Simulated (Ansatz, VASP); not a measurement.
## Cross-check of Sn between VASP and Ansatz

Aim: how closely do two programs agree when they are given the same cell, functional and k mesh? The cell is taken from a series of runs on this material, whose earlier steps may have relaxed, scaled, displaced or heated it; both programs get it as it stands.

Program: Ansatz 0.2.0. Level of theory: plane waves, with VASP 6.6.1 beside it; zone-centre phonons at PBEsol. Results are calculated unless marked as measured.

### Step 1. The starting structure

It takes space group I4_1/amd (No. 141, tetragonal). The conventional cell has a = 4.439 Å, b = 4.439 Å, c = 6.798 Å, α = 90.00°, β = 90.00°, γ = 90.00°. Sn has 4 Sn at 2.79 to 2.80 Å nearest. That group holds within 0.01 Å; judged at 0.001 Å it is C2/m (No. 12).

### Step 2. VASP: zone-centre phonons, PBEsol

Second derivatives magnify differences that forces hide, and they need a tight electronic threshold.

Lines of VASP's logs that name or quote its potential files are left out, and so is its time.

The input, INCAR:

```
SYSTEM = Sn
PREC = Accurate
ENCUT = 500
EDIFF = 1E-08
NELM = 120
ISMEAR = 0
SIGMA = 0.015
LREAL = .FALSE.
ALGO = Normal
GGA = PS
NBANDS = 20
LORBIT = 11
LWAVE = .FALSE.
LCHARG = .FALSE.
ISIF = 2
ISYM = 2
IBRION = 8
LASPH = .TRUE.
GGA_COMPAT = .FALSE.
KPAR = 2
```

The input, POSCAR:

```
Sn
1.0
    0.0000000000      3.1388805130      3.3991756413
    3.1388805130      0.0000000000      3.3991756413
    3.1388805130      3.1388805130      0.0000000000
Sn
2
Direct
    0.5000052369      0.5000052369      0.4998697387
    0.7499947631      0.7499947631      0.7501302613
```

The input, KPOINTS:

```
Points of the shifted mesh
1728
Reciprocal
 0.0416666667  0.0416666667  0.0416666667 1
 0.0416666667  0.0416666667  0.1250000000 1
 0.0416666667  0.0416666667  0.2083333333 1
 0.0416666667  0.0416666667  0.2916666667 1
 0.0416666667  0.0416666667  0.3750000000 1
 0.0416666667  0.0416666667  0.4583333333 1
 0.0416666667  0.0416666667  0.5416666667 1
 0.0416666667  0.0416666667  0.6250000000 1
 0.0416666667  0.0416666667  0.7083333333 1
 0.0416666667  0.0416666667  0.7916666667 1
 0.0416666667  0.0416666667  0.8750000000 1
 0.0416666667  0.0416666667  0.9583333333 1
 0.0416666667  0.1250000000  0.0416666667 1
 0.0416666667  0.1250000000  0.1250000000 1
 0.0416666667  0.1250000000  0.2083333333 1
 0.0416666667  0.1250000000  0.2916666667 1
 0.0416666667  0.1250000000  0.3750000000 1
 0.0416666667  0.1250000000  0.4583333333 1
 0.0416666667  0.1250000000  0.5416666667 1
 0.0416666667  0.1250000000  0.6250000000 1
 0.0416666667  0.1250000000  0.7083333333 1
 0.0416666667  0.1250000000  0.7916666667 1
 0.0416666667  0.1250000000  0.8750000000 1
 0.0416666667  0.1250000000  0.9583333333 1
 0.0416666667  0.2083333333  0.0416666667 1
 0.0416666667  0.2083333333  0.1250000000 1
 0.0416666667  0.2083333333  0.2083333333 1
 0.0416666667  0.2083333333  0.2916666667 1
 0.0416666667  0.2083333333  0.3750000000 1
 0.0416666667  0.2083333333  0.4583333333 1
 0.0416666667  0.2083333333  0.5416666667 1
 0.0416666667  0.2083333333  0.6250000000 1
 0.0416666667  0.2083333333  0.7083333333 1
 0.0416666667  0.2083333333  0.7916666667 1
 0.0416666667  0.2083333333  0.8750000000 1
 0.0416666667  0.2083333333  0.9583333333 1
 0.0416666667  0.2916666667  0.0416666667 1
 0.0416666667  0.2916666667  0.1250000000 1
 0.0416666667  0.2916666667  0.2083333333 1
 0.0416666667  0.2916666667  0.2916666667 1
 0.0416666667  0.2916666667  0.3750000000 1
 0.0416666667  0.2916666667  0.4583333333 1
 0.0416666667  0.2916666667  0.5416666667 1
 0.0416666667  0.2916666667  0.6250000000 1
 0.0416666667  0.2916666667  0.7083333333 1
 0.0416666667  0.2916666667  0.7916666667 1
 0.0416666667  0.2916666667  0.8750000000 1
 0.0416666667  0.2916666667  0.9583333333 1
 0.0416666667  0.3750000000  0.0416666667 1
 0.0416666667  0.3750000000  0.1250000000 1
 0.0416666667  0.3750000000  0.2083333333 1
 0.0416666667  0.3750000000  0.2916666667 1
 0.0416666667  0.3750000000  0.3750000000 1
 0.0416666667  0.3750000000  0.4583333333 1
 0.0416666667  0.3750000000  0.5416666667 1
 0.0416666667  0.3750000000  0.6250000000 1
 0.0416666667  0.3750000000  0.7083333333 1
 0.0416666667  0.3750000000  0.7916666667 1
 0.0416666667  0.3750000000  0.8750000000 1
 0.0416666667  0.3750000000  0.9583333333 1
 0.0416666667  0.4583333333  0.0416666667 1
 0.0416666667  0.4583333333  0.1250000000 1
 0.0416666667  0.4583333333  0.2083333333 1
 0.0416666667  0.4583333333  0.2916666667 1
 0.0416666667  0.4583333333  0.3750000000 1
 0.0416666667  0.4583333333  0.4583333333 1
 0.0416666667  0.4583333333  0.5416666667 1
 0.0416666667  0.4583333333  0.6250000000 1
 0.0416666667  0.4583333333  0.7083333333 1
 0.0416666667  0.4583333333  0.7916666667 1
 0.0416666667  0.4583333333  0.8750000000 1
 0.0416666667  0.4583333333  0.9583333333 1
 0.0416666667  0.5416666667  0.0416666667 1
 0.0416666667  0.5416666667  0.1250000000 1
 0.0416666667  0.5416666667  0.2083333333 1
 0.0416666667  0.5416666667  0.2916666667 1
 0.0416666667  0.5416666667  0.3750000000 1
 0.0416666667  0.5416666667  0.4583333333 1
 0.0416666667  0.5416666667  0.5416666667 1
 0.0416666667  0.5416666667  0.6250000000 1
 0.0416666667  0.5416666667  0.7083333333 1
 0.0416666667  0.5416666667  0.7916666667 1
 0.0416666667  0.5416666667  0.8750000000 1
 0.0416666667  0.5416666667  0.9583333333 1
 0.0416666667  0.6250000000  0.0416666667 1
 0.0416666667  0.6250000000  0.1250000000 1
 0.0416666667  0.6250000000  0.2083333333 1
 0.0416666667  0.6250000000  0.2916666667 1
 0.0416666667  0.6250000000  0.3750000000 1
 0.0416666667  0.6250000000  0.4583333333 1
 0.0416666667  0.6250000000  0.5416666667 1
 0.0416666667  0.6250000000  0.6250000000 1
 0.0416666667  0.6250000000  0.7083333333 1
 0.0416666667  0.6250000000  0.7916666667 1
 0.0416666667  0.6250000000  0.8750000000 1
 0.0416666667  0.6250000000  0.9583333333 1
 0.0416666667  0.7083333333  0.0416666667 1
 0.0416666667  0.7083333333  0.1250000000 1
 0.0416666667  0.7083333333  0.2083333333 1
 0.0416666667  0.7083333333  0.2916666667 1
 0.0416666667  0.7083333333  0.3750000000 1
 0.0416666667  0.7083333333  0.4583333333 1
 0.0416666667  0.7083333333  0.5416666667 1
 0.0416666667  0.7083333333  0.6250000000 1
 0.0416666667  0.7083333333  0.7083333333 1
 0.0416666667  0.7083333333  0.7916666667 1
 0.0416666667  0.7083333333  0.8750000000 1
 0.0416666667  0.7083333333  0.9583333333 1
 0.0416666667  0.7916666667  0.0416666667 1
 0.0416666667  0.7916666667  0.1250000000 1
 0.0416666667  0.7916666667  0.2083333333 1
 0.0416666667  0.7916666667  0.2916666667 1
[... 1390 lines left out ...]
 0.8750000000  0.4583333333  0.1250000000 1
 0.8750000000  0.4583333333  0.2083333333 1
 0.8750000000  0.4583333333  0.2916666667 1
 0.8750000000  0.4583333333  0.3750000000 1
 0.8750000000  0.4583333333  0.4583333333 1
 0.8750000000  0.4583333333  0.5416666667 1
 0.8750000000  0.4583333333  0.6250000000 1
 0.8750000000  0.4583333333  0.7083333333 1
 0.8750000000  0.4583333333  0.7916666667 1
 0.8750000000  0.4583333333  0.8750000000 1
 0.8750000000  0.4583333333  0.9583333333 1
 0.8750000000  0.5416666667  0.0416666667 1
 0.8750000000  0.5416666667  0.1250000000 1
 0.8750000000  0.5416666667  0.2083333333 1
 0.8750000000  0.5416666667  0.2916666667 1
 0.8750000000  0.5416666667  0.3750000000 1
 0.8750000000  0.5416666667  0.4583333333 1
 0.8750000000  0.5416666667  0.5416666667 1
 0.8750000000  0.5416666667  0.6250000000 1
 0.8750000000  0.5416666667  0.7083333333 1
 0.8750000000  0.5416666667  0.7916666667 1
 0.8750000000  0.5416666667  0.8750000000 1
 0.8750000000  0.5416666667  0.9583333333 1
 0.8750000000  0.6250000000  0.0416666667 1
 0.8750000000  0.6250000000  0.1250000000 1
 0.8750000000  0.6250000000  0.2083333333 1
 0.8750000000  0.6250000000  0.2916666667 1
 0.8750000000  0.6250000000  0.3750000000 1
 0.8750000000  0.6250000000  0.4583333333 1
 0.8750000000  0.6250000000  0.5416666667 1
 0.8750000000  0.6250000000  0.6250000000 1
 0.8750000000  0.6250000000  0.7083333333 1
 0.8750000000  0.6250000000  0.7916666667 1
 0.8750000000  0.6250000000  0.8750000000 1
 0.8750000000  0.6250000000  0.9583333333 1
 0.8750000000  0.7083333333  0.0416666667 1
 0.8750000000  0.7083333333  0.1250000000 1
 0.8750000000  0.7083333333  0.2083333333 1
 0.8750000000  0.7083333333  0.2916666667 1
 0.8750000000  0.7083333333  0.3750000000 1
 0.8750000000  0.7083333333  0.4583333333 1
 0.8750000000  0.7083333333  0.5416666667 1
 0.8750000000  0.7083333333  0.6250000000 1
 0.8750000000  0.7083333333  0.7083333333 1
 0.8750000000  0.7083333333  0.7916666667 1
 0.8750000000  0.7083333333  0.8750000000 1
 0.8750000000  0.7083333333  0.9583333333 1
 0.8750000000  0.7916666667  0.0416666667 1
 0.8750000000  0.7916666667  0.1250000000 1
 0.8750000000  0.7916666667  0.2083333333 1
 0.8750000000  0.7916666667  0.2916666667 1
 0.8750000000  0.7916666667  0.3750000000 1
 0.8750000000  0.7916666667  0.4583333333 1
 0.8750000000  0.7916666667  0.5416666667 1
 0.8750000000  0.7916666667  0.6250000000 1
 0.8750000000  0.7916666667  0.7083333333 1
 0.8750000000  0.7916666667  0.7916666667 1
 0.8750000000  0.7916666667  0.8750000000 1
 0.8750000000  0.7916666667  0.9583333333 1
 0.8750000000  0.8750000000  0.0416666667 1
 0.8750000000  0.8750000000  0.1250000000 1
 0.8750000000  0.8750000000  0.2083333333 1
 0.8750000000  0.8750000000  0.2916666667 1
 0.8750000000  0.8750000000  0.3750000000 1
 0.8750000000  0.8750000000  0.4583333333 1
 0.8750000000  0.8750000000  0.5416666667 1
 0.8750000000  0.8750000000  0.6250000000 1
 0.8750000000  0.8750000000  0.7083333333 1
 0.8750000000  0.8750000000  0.7916666667 1
 0.8750000000  0.8750000000  0.8750000000 1
 0.8750000000  0.8750000000  0.9583333333 1
 0.8750000000  0.9583333333  0.0416666667 1
 0.8750000000  0.9583333333  0.1250000000 1
 0.8750000000  0.9583333333  0.2083333333 1
 0.8750000000  0.9583333333  0.2916666667 1
 0.8750000000  0.9583333333  0.3750000000 1
 0.8750000000  0.9583333333  0.4583333333 1
 0.8750000000  0.9583333333  0.5416666667 1
 0.8750000000  0.9583333333  0.6250000000 1
 0.8750000000  0.9583333333  0.7083333333 1
 0.8750000000  0.9583333333  0.7916666667 1
 0.8750000000  0.9583333333  0.8750000000 1
 0.8750000000  0.9583333333  0.9583333333 1
 0.9583333333  0.0416666667  0.0416666667 1
 0.9583333333  0.0416666667  0.1250000000 1
 0.9583333333  0.0416666667  0.2083333333 1
 0.9583333333  0.0416666667  0.2916666667 1
 0.9583333333  0.0416666667  0.3750000000 1
 0.9583333333  0.0416666667  0.4583333333 1
 0.9583333333  0.0416666667  0.5416666667 1
 0.9583333333  0.0416666667  0.6250000000 1
 0.9583333333  0.0416666667  0.7083333333 1
 0.9583333333  0.0416666667  0.7916666667 1
 0.9583333333  0.0416666667  0.8750000000 1
 0.9583333333  0.0416666667  0.9583333333 1
 0.9583333333  0.1250000000  0.0416666667 1
 0.9583333333  0.1250000000  0.1250000000 1
 0.9583333333  0.1250000000  0.2083333333 1
 0.9583333333  0.1250000000  0.2916666667 1
 0.9583333333  0.1250000000  0.3750000000 1
 0.9583333333  0.1250000000  0.4583333333 1
 0.9583333333  0.1250000000  0.5416666667 1
 0.9583333333  0.1250000000  0.6250000000 1
 0.9583333333  0.1250000000  0.7083333333 1
 0.9583333333  0.1250000000  0.7916666667 1
 0.9583333333  0.1250000000  0.8750000000 1
 0.9583333333  0.1250000000  0.9583333333 1
 0.9583333333  0.2083333333  0.0416666667 1
 0.9583333333  0.2083333333  0.1250000000 1
 0.9583333333  0.2083333333  0.2083333333 1
 0.9583333333  0.2083333333  0.2916666667 1
 0.9583333333  0.2083333333  0.3750000000 1
 0.9583333333  0.2083333333  0.4583333333 1
 0.9583333333  0.2083333333  0.5416666667 1
 0.9583333333  0.2083333333  0.6250000000 1
 0.9583333333  0.2083333333  0.7083333333 1
 0.9583333333  0.2083333333  0.7916666667 1
 0.9583333333  0.2083333333  0.8750000000 1
 0.9583333333  0.2083333333  0.9583333333 1
 0.9583333333  0.2916666667  0.0416666667 1
 0.9583333333  0.2916666667  0.1250000000 1
 0.9583333333  0.2916666667  0.2083333333 1
 0.9583333333  0.2916666667  0.2916666667 1
 0.9583333333  0.2916666667  0.3750000000 1
 0.9583333333  0.2916666667  0.4583333333 1
 0.9583333333  0.2916666667  0.5416666667 1
 0.9583333333  0.2916666667  0.6250000000 1
 0.9583333333  0.2916666667  0.7083333333 1
 0.9583333333  0.2916666667  0.7916666667 1
 0.9583333333  0.2916666667  0.8750000000 1
 0.9583333333  0.2916666667  0.9583333333 1
 0.9583333333  0.3750000000  0.0416666667 1
 0.9583333333  0.3750000000  0.1250000000 1
 0.9583333333  0.3750000000  0.2083333333 1
 0.9583333333  0.3750000000  0.2916666667 1
 0.9583333333  0.3750000000  0.3750000000 1
 0.9583333333  0.3750000000  0.4583333333 1
 0.9583333333  0.3750000000  0.5416666667 1
 0.9583333333  0.3750000000  0.6250000000 1
 0.9583333333  0.3750000000  0.7083333333 1
 0.9583333333  0.3750000000  0.7916666667 1
 0.9583333333  0.3750000000  0.8750000000 1
 0.9583333333  0.3750000000  0.9583333333 1
 0.9583333333  0.4583333333  0.0416666667 1
 0.9583333333  0.4583333333  0.1250000000 1
 0.9583333333  0.4583333333  0.2083333333 1
 0.9583333333  0.4583333333  0.2916666667 1
 0.9583333333  0.4583333333  0.3750000000 1
 0.9583333333  0.4583333333  0.4583333333 1
 0.9583333333  0.4583333333  0.5416666667 1
 0.9583333333  0.4583333333  0.6250000000 1
 0.9583333333  0.4583333333  0.7083333333 1
 0.9583333333  0.4583333333  0.7916666667 1
 0.9583333333  0.4583333333  0.8750000000 1
 0.9583333333  0.4583333333  0.9583333333 1
 0.9583333333  0.5416666667  0.0416666667 1
 0.9583333333  0.5416666667  0.1250000000 1
 0.9583333333  0.5416666667  0.2083333333 1
 0.9583333333  0.5416666667  0.2916666667 1
 0.9583333333  0.5416666667  0.3750000000 1
 0.9583333333  0.5416666667  0.4583333333 1
 0.9583333333  0.5416666667  0.5416666667 1
 0.9583333333  0.5416666667  0.6250000000 1
 0.9583333333  0.5416666667  0.7083333333 1
 0.9583333333  0.5416666667  0.7916666667 1
 0.9583333333  0.5416666667  0.8750000000 1
 0.9583333333  0.5416666667  0.9583333333 1
 0.9583333333  0.6250000000  0.0416666667 1
 0.9583333333  0.6250000000  0.1250000000 1
 0.9583333333  0.6250000000  0.2083333333 1
 0.9583333333  0.6250000000  0.2916666667 1
 0.9583333333  0.6250000000  0.3750000000 1
 0.9583333333  0.6250000000  0.4583333333 1
 0.9583333333  0.6250000000  0.5416666667 1
 0.9583333333  0.6250000000  0.6250000000 1
 0.9583333333  0.6250000000  0.7083333333 1
 0.9583333333  0.6250000000  0.7916666667 1
 0.9583333333  0.6250000000  0.8750000000 1
 0.9583333333  0.6250000000  0.9583333333 1
 0.9583333333  0.7083333333  0.0416666667 1
 0.9583333333  0.7083333333  0.1250000000 1
 0.9583333333  0.7083333333  0.2083333333 1
 0.9583333333  0.7083333333  0.2916666667 1
 0.9583333333  0.7083333333  0.3750000000 1
 0.9583333333  0.7083333333  0.4583333333 1
 0.9583333333  0.7083333333  0.5416666667 1
 0.9583333333  0.7083333333  0.6250000000 1
 0.9583333333  0.7083333333  0.7083333333 1
 0.9583333333  0.7083333333  0.7916666667 1
 0.9583333333  0.7083333333  0.8750000000 1
 0.9583333333  0.7083333333  0.9583333333 1
 0.9583333333  0.7916666667  0.0416666667 1
 0.9583333333  0.7916666667  0.1250000000 1
 0.9583333333  0.7916666667  0.2083333333 1
 0.9583333333  0.7916666667  0.2916666667 1
 0.9583333333  0.7916666667  0.3750000000 1
 0.9583333333  0.7916666667  0.4583333333 1
 0.9583333333  0.7916666667  0.5416666667 1
 0.9583333333  0.7916666667  0.6250000000 1
 0.9583333333  0.7916666667  0.7083333333 1
 0.9583333333  0.7916666667  0.7916666667 1
 0.9583333333  0.7916666667  0.8750000000 1
 0.9583333333  0.7916666667  0.9583333333 1
 0.9583333333  0.8750000000  0.0416666667 1
 0.9583333333  0.8750000000  0.1250000000 1
 0.9583333333  0.8750000000  0.2083333333 1
 0.9583333333  0.8750000000  0.2916666667 1
 0.9583333333  0.8750000000  0.3750000000 1
 0.9583333333  0.8750000000  0.4583333333 1
 0.9583333333  0.8750000000  0.5416666667 1
 0.9583333333  0.8750000000  0.6250000000 1
 0.9583333333  0.8750000000  0.7083333333 1
 0.9583333333  0.8750000000  0.7916666667 1
 0.9583333333  0.8750000000  0.8750000000 1
 0.9583333333  0.8750000000  0.9583333333 1
 0.9583333333  0.9583333333  0.0416666667 1
 0.9583333333  0.9583333333  0.1250000000 1
 0.9583333333  0.9583333333  0.2083333333 1
 0.9583333333  0.9583333333  0.2916666667 1
 0.9583333333  0.9583333333  0.3750000000 1
 0.9583333333  0.9583333333  0.4583333333 1
 0.9583333333  0.9583333333  0.5416666667 1
 0.9583333333  0.9583333333  0.6250000000 1
 0.9583333333  0.9583333333  0.7083333333 1
 0.9583333333  0.9583333333  0.7916666667 1
 0.9583333333  0.9583333333  0.8750000000 1
 0.9583333333  0.9583333333  0.9583333333 1
```

PAW data sets: Sn_d (PBE family, release 64).

Run with:

```sh
$ mpirun -np 2 vasp_std
```

Numbers of over 12 decimals in the logs are rounded to 6 here.

The program printed:

```text
[banner, memory and clock lines left out]
running    2 mpi-ranks, on    1 nodes
[...]
|                                                                             |
|               ----> ADVICE to this user running VASP <----                  |
|                                                                             |
|     You enforced a specific xc type in the INCAR file but a different       |
|     [... a line on the potential file left out ...]
|     I HOPE YOU KNOW WHAT YOU ARE DOING!                                     |
|                                                                             |

 LDA part: xc-table for (Slater+PW92), standard interpolation
 POSCAR, INCAR and KPOINTS ok, starting setup
[...]
entering main loop
       N       E                     dE             d eps       ncg     rms          rms(c)
DAV:   1     0.221074398251E+03    0.22107E+03   -0.14790E+04 69576   0.201E+03
DAV:   2     0.147742271394E+02   -0.20630E+03   -0.20251E+03 69344   0.441E+02
DAV:   3    -0.778698302583E+01   -0.22561E+02   -0.22412E+02 78944   0.142E+02
DAV:   4    -0.850411823005E+01   -0.71714E+00   -0.71676E+00 78552   0.286E+01
DAV:   5    -0.852885102367E+01   -0.24733E-01   -0.24732E-01 94568   0.517E+00    0.336E+00
DAV:   6    -0.845343228411E+01    0.75419E-01   -0.45776E-02 93384   0.281E+00    0.190E+00
DAV:   7    -0.841712662541E+01    0.36306E-01   -0.57798E-02 77548   0.270E+00    0.167E-01
DAV:   8    -0.841811897774E+01   -0.99235E-03   -0.75726E-03 76436   0.106E+00    0.562E-02
[...]
DAV:  12    -0.841836543785E+01    0.12192E-06   -0.19067E-07 87760   0.529E-03    0.366E-04
DAV:  13    -0.841836541145E+01    0.26406E-07   -0.11569E-08 61156   0.887E-04    0.591E-05
DAV:  14    -0.841836542306E+01   -0.11609E-07   -0.14233E-09 43248   0.428E-04    0.148E-05
DAV:  15    -0.841836542241E+01    0.64119E-09   -0.60601E-10 40000   0.316E-04
   1 F= -.84183654E+01 E0= -.84183647E+01  d E =-.153559E-05
 Linear response reoptimize wavefunctions to high precision
DAV:   1    -0.841836542424E+01   -0.18217E-08   -0.34430E-10 41740   0.240E-04
DAV:   2    -0.841836542425E+01   -0.18190E-10   -0.17533E-10 38888   0.144E-04
 Linear response DOF=           2
 Linear response progress:
  Degree of freedom:   1/  2
       N       E                     dE             d eps       ncg     rms          rms(c)
RMM:   1    -0.213678817752E+00   -0.21368E+00    0.61433E-01 86574   0.103E+01
RMM:   2    -0.220345134333E+00   -0.66663E-02   -0.19900E-02120990   0.118E+00    0.703E-02
RMM:   3    -0.220498497618E+00   -0.15336E-03   -0.16476E-03127465   0.326E-01    0.329E-02
RMM:   4    -0.220393997241E+00    0.10450E-03   -0.11605E-04126032   0.994E-02    0.111E-02
RMM:   5    -0.220383997757E+00    0.99995E-05   -0.16561E-05130038   0.332E-02    0.402E-03
RMM:   6    -0.220385162812E+00   -0.11651E-05   -0.14180E-06127325   0.953E-03    0.179E-03
RMM:   7    -0.220383386287E+00    0.17765E-05   -0.22285E-07127723   0.337E-03    0.377E-04
RMM:   8    -0.220380830791E+00    0.25555E-05   -0.31727E-08132249   0.119E-03    0.259E-04
RMM:   9    -0.220378819947E+00    0.20108E-05   -0.12195E-08131586   0.477E-04    0.582E-05
RMM:  10    -0.220379174763E+00   -0.35482E-06   -0.11207E-08139911   0.190E-04    0.298E-05
RMM:  11    -0.220379184323E+00   -0.95600E-08    0.93453E-09133290   0.937E-05    0.558E-06
 first order change of Fermi-energy  -0.39302E+00
 force on displaced ion       1 direction 1 :  -8.094  -0.056  -0.007
 Linear response progress:
  Degree of freedom:   2/  2
       N       E                     dE             d eps       ncg     rms          rms(c)
RMM:   1    -0.214456845487E+00   -0.21446E+00    0.50986E-01 86732   0.980E+00
RMM:   2    -0.221113749888E+00   -0.66569E-02   -0.20039E-02121168   0.118E+00    0.732E-02
RMM:   3    -0.221278513393E+00   -0.16476E-03   -0.16600E-03127527   0.328E-01    0.344E-02
RMM:   4    -0.221186586094E+00    0.91927E-04   -0.11827E-04127542   0.998E-02    0.111E-02
RMM:   5    -0.221181457719E+00    0.51284E-05   -0.16127E-05130476   0.332E-02    0.387E-03
RMM:   6    -0.221181314220E+00    0.14350E-06   -0.13077E-06127412   0.968E-03    0.169E-03
RMM:   7    -0.221178713203E+00    0.26010E-05   -0.25832E-07128208   0.356E-03    0.317E-04
RMM:   8    -0.221175725353E+00    0.29879E-05   -0.28758E-08132551   0.129E-03    0.210E-04
[...]
RMM:  13    -0.221174009333E+00    0.26360E-07    0.19579E-08136287   0.387E-05    0.257E-06
RMM:  14    -0.221173981610E+00    0.27722E-07    0.11541E-08139780   0.272E-05    0.599E-07
RMM:  15    -0.221173969796E+00    0.11815E-07    0.66608E-09118683   0.208E-05    0.180E-07
RMM:  16    -0.221173964423E+00    0.53732E-08    0.34737E-09 96018   0.177E-05    0.143E-07
 first order change of Fermi-energy   0.14310E+01
 force on displaced ion       1 direction 3 :  -0.008  -0.008  -8.767
 Linear response finished
```

(Continued in part 2 of 2.)

[Lines on the potential files, build, host, timing and source positions are cut from VASP's logs without a mark.]

[Logs are printed without paths, hosts, clocks, repeated set-up lines and the standing remarks that a program may print on its own settings, such as how far it seeks lower states.]

[Hosts, paths, dates, database ids (printed as entryN), source tags and the programs' standing remarks are cut or masked in the printed files.]
